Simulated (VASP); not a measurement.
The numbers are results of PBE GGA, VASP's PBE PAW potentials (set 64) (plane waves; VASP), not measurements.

VASP input:

**INCAR**
```
! general
SYSTEM  = MgS
PREC    = Accurate
ENCUT   = 500   ! plane-wave cut-off (eV)
LREAL   = F   ! projection in real space or not
LASPH   = T   ! aspherical one-centre terms

! electronic loop
EDIFF   = 1E-6
NELM    = 100
ALGO    = Normal   ! blocked Davidson

! smearing
ISMEAR  = 0   ! Gaussian
SIGMA   = 0.05   ! width (eV)

! functional
GGA     = PE

! ions
IBRION  = 2   ! conjugate gradients
NSW     = 40   ! most ionic steps
ISIF    = 3   ! ions, shape and volume
EDIFFG  = -0.02
PSTRESS = 300   ! kbar

! output
LWAVE   = F
LCHARG  = F
```

### POSCAR
```
MgS
1
    0.0000000000     2.4570485704     2.4570485704
    2.4570485704     0.0000000000     2.4570485704
    2.4570485704     2.4570485704     0.0000000000
Mg S
1 1
Direct
  0.0000000000   0.0000000000   0.0000000000
  0.5000000000   0.5000000000   0.5000000000
```

### KPOINTS
```
K-points
0
G
9 9 9
```

POTCAR, in this order: Mg S (PBE.64 set). Program: vasp_std.

The resulting files:

**OSZICAR**
```
       N       E                     dE             d eps       ncg     rms          rms(c)
DAV:   1     0.212015039455E+02    0.21202E+02   -0.39884E+03   616   0.815E+02
DAV:   2    -0.789119202079E+01   -0.29093E+02   -0.27017E+02   800   0.108E+02
DAV:   3    -0.854341223230E+01   -0.65222E+00   -0.65222E+00   744   0.218E+01
DAV:   4    -0.854541498351E+01   -0.20028E-02   -0.20028E-02   896   0.134E+00
DAV:   5    -0.854541736812E+01   -0.23846E-05   -0.23846E-05   712   0.341E-02    0.534E+00
DAV:   6    -0.822682078655E+01    0.31860E+00   -0.72657E-01   576   0.453E+00    0.426E+00
DAV:   7    -0.818526314495E+01    0.41558E-01   -0.24382E-01   656   0.278E+00    0.262E+00
DAV:   8    -0.818582938054E+01   -0.56624E-03   -0.99238E-03   664   0.844E-01    0.875E-01
DAV:   9    -0.818574588491E+01    0.83496E-04   -0.30175E-04   736   0.157E-01    0.204E-01
DAV:  10    -0.818577500481E+01   -0.29120E-04   -0.64968E-05   760   0.605E-02    0.110E-02
DAV:  11    -0.818577298025E+01    0.20246E-05   -0.12192E-05   664   0.192E-02    0.650E-03
DAV:  12    -0.818577296714E+01    0.13110E-07   -0.20337E-07   384   0.410E-03
   1 F= -.26308007E+01 E0= -.26308007E+01  d E =-.263080E+01
       N       E                     dE             d eps       ncg     rms          rms(c)
DAV:   1    -0.787667975889E+01    0.30909E+00   -0.10508E+01   712   0.234E+01    0.774E+00
DAV:   2    -0.748779214682E+01    0.38889E+00   -0.86957E-01   584   0.559E+00    0.251E+00
DAV:   3    -0.742323731723E+01    0.64555E-01   -0.28636E-01   584   0.317E+00    0.213E+00
DAV:   4    -0.742324257420E+01   -0.52570E-05   -0.17961E-03   672   0.400E-01    0.204E+00
DAV:   5    -0.742185464798E+01    0.13879E-02   -0.12874E-03   592   0.311E-01    0.757E-01
DAV:   6    -0.742185928296E+01   -0.46350E-05   -0.19059E-05   856   0.359E-02    0.427E-01
DAV:   7    -0.742186152243E+01   -0.22395E-05   -0.42094E-06   592   0.233E-02    0.221E-02
DAV:   8    -0.742186112442E+01    0.39802E-06   -0.10296E-06   344   0.673E-03
   2 F= -.25873282E+01 E0= -.25873282E+01  d E =0.434725E-01
       N       E                     dE             d eps       ncg     rms          rms(c)
DAV:   1    -0.806533867620E+01   -0.64348E+00   -0.31855E+00   680   0.120E+01    0.336E+00
DAV:   2    -0.794105044826E+01    0.12429E+00   -0.30528E-01   576   0.333E+00    0.130E+00
DAV:   3    -0.792167718113E+01    0.19373E-01   -0.94967E-02   584   0.178E+00    0.722E-01
DAV:   4    -0.792153332945E+01    0.14385E-03   -0.71908E-04   624   0.241E-01    0.633E-01
DAV:   5    -0.792115429572E+01    0.37903E-03   -0.32331E-04   640   0.158E-01    0.146E-01
DAV:   6    -0.792115054786E+01    0.37479E-05   -0.78841E-06   696   0.262E-02    0.437E-02
DAV:   7    -0.792115084433E+01   -0.29647E-06   -0.38559E-07   384   0.502E-03
   3 F= -.26887548E+01 E0= -.26887548E+01  d E =-.579541E-01
```

### OUTCAR
```
------------------------ aborting loop because EDIFF is reached ----------------------------------------
  FORCE on cell =-STRESS in cart. coord.  units (eV):
  Direction    XX          YY          ZZ          XY          YZ          ZX
  --------------------------------------------------------------------------------------
  Total        5.1962767      5.1962767      5.1962767      0.0000000      0.0000000     -0.0000000
  in kB      297.9290980    297.9290980    297.9290980      0.0000000      0.0000000     -0.0000000
  external PRESSURE =      -2.0709020 kB  Pullay stress =     300.0000000 kB
  volume of cell :       27.94
      direct lattice vectors                 reciprocal lattice vectors
     0.000000000  2.408536944  2.408536944    -0.207594906  0.207594906  0.207594906
     2.408536944  0.000000000  2.408536944     0.207594906 -0.207594906  0.207594906
     2.408536944  2.408536944  0.000000000     0.207594906  0.207594906 -0.207594906
 POSITION                                       TOTAL-FORCE (eV/Angst)
 -----------------------------------------------------------------------------------
      0.00000      0.00000      0.00000         0.000000      0.000000     -0.000000
      2.40854      2.40854      2.40854        -0.000000     -0.000000      0.000000
 -----------------------------------------------------------------------------------
    total drift:                                0.000000      0.000000      0.000000
  FREE ENERGIE OF THE ION-ELECTRON SYSTEM (eV)
  ---------------------------------------------------
  free  energy   TOTEN  =        -7.9211508443 eV

  energy  without entropy=       -7.9211508443  energy(sigma->0) =       -7.92115084
  enthalpy is  TOTEN    =        -2.6887548497 eV   P V=        5.2323959947

 reached required accuracy - stopping structural energy minimisation
```
(Selected blocks of OUTCAR.)

CONTCAR:
```
MgS
   1.00000000000000
     0.0000000000000000    2.4085369436636950    2.4085369436636950
     2.4085369436636950    0.0000000000000000    2.4085369436636950
     2.4085369436636950    2.4085369436636950    0.0000000000000000
  Mg              S
     1     1
Direct
     0.0000000000000000    0.0000000000000000    0.0000000000000000
     0.5000000000000000    0.5000000000000000    0.5000000000000000
```

Energy and stress use the plane-wave basis of the starting cell.

The compound is MgS in the rock salt structure. This run relaxes it under an external pressure of 30 GPa. Symmetry was kept, so distortions that lower it aren't found.
